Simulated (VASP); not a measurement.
An input for Ansatz (written as the equivalent of a VASP run, and not itself run):

Ansatz 0.2 input:
```yaml
crystal:
  lattice:
    - [5.0565778, 0.0000000, 0.0000000]
    - [0.0000000, 5.0565778, 0.0000000]
    - [0.0000000, 0.0000000, 5.0565778]
  atoms:
    - { symbol: Ge, position: [0.2500000, 0.0000000, 0.5000000] }
    - { symbol: Ge, position: [0.5000000, 0.7500000, 0.0000000] }
    - { symbol: Ge, position: [0.7500000, 0.0000000, 0.5000000] }
    - { symbol: Ge, position: [0.5000000, 0.2500000, 0.0000000] }
    - { symbol: Ge, position: [0.0000000, 0.5000000, 0.7500000] }
    - { symbol: Ge, position: [0.0000000, 0.5000000, 0.2500000] }
    - { symbol: V, position: [0.0000000, 0.0000000, 0.0000000], spin: 1.8 }
    - { symbol: V, position: [0.5000000, 0.5000000, 0.5000000], spin: 1.8 }
kpoints:
  mp_grid: { grid: [6, 6, 6] }
hamiltonian:
  xc: r2scan
  pseudopotentials: { kind: paw }
magnetization: { spin_polarized: true }
scf:
  occupations: { method: methfessel_paxton, width: 0.1 }
  max_iter: 100
relax:
  max_steps: 60
  f_tol: 0.02
  cell: {}
output: { forces: true, stress: true, eigenvalues: true }
```

Task: Write the VASP files for the same calculation (r2SCAN).

Result: Several could match; the one computed here: 
INCAR:
```
! general
SYSTEM =VGe3
PREC   =Accurate
ENCUT  =400
LREAL  =.FALSE.
LASPH  =.TRUE.

! electronic loop
EDIFF  =1E-6
NELM   =100
ALGO   =Normal
LMAXMIX=4
LMIXTAU=.TRUE.

! smearing
ISMEAR =1
SIGMA  =0.1

! functional
METAGGA=R2SCAN

! spin
ISPIN  =2
MAGMOM =6*-0.0 2*1.8

! ions
IBRION =2
NSW    =60
ISIF   =3
EDIFFG =-0.02

! output
LWAVE  =.FALSE.
LCHARG =.FALSE.
LORBIT =10
```

POSCAR:
```
VGe3
1
    5.0565778012    -0.0000000000     0.0000000000
    0.0000000000     5.0565778012     0.0000000000
   -0.0000000000     0.0000000000     5.0565778012
Ge V
6 2
Direct
  0.2500000000   0.0000000000   0.5000000000
  0.5000000000   0.7500000000   0.0000000000
  0.7500000000   0.0000000000   0.5000000000
  0.5000000000   0.2500000000   0.0000000000
  0.0000000000   0.5000000000   0.7500000000
  0.0000000000   0.5000000000   0.2500000000
  0.0000000000   0.0000000000   0.0000000000
  0.5000000000   0.5000000000   0.5000000000
```

File KPOINTS:
```
Automatic mesh
0
Gamma
6 6 6
0 0 0
```

POTCAR, in this order: Ge_d V_sv (PBE.64 set). Program: vasp_std.

What does not carry over: each code has its own PAW files, so the cut-off isn't converted (ENCUT is set for VASP's; basis.ecutwfc is left out, and Ansatz then takes the one that its files recommend); Ansatz stops its SCF on the density residual and VASP on the energy change (EDIFF).

The structure comes from a measured VGe3 entry (Pm-3n) of the Crystallography Open Database, whose conditions weren't checked. It was relaxed first, which changed the volume by +19 %. The start is the result of an earlier pass.
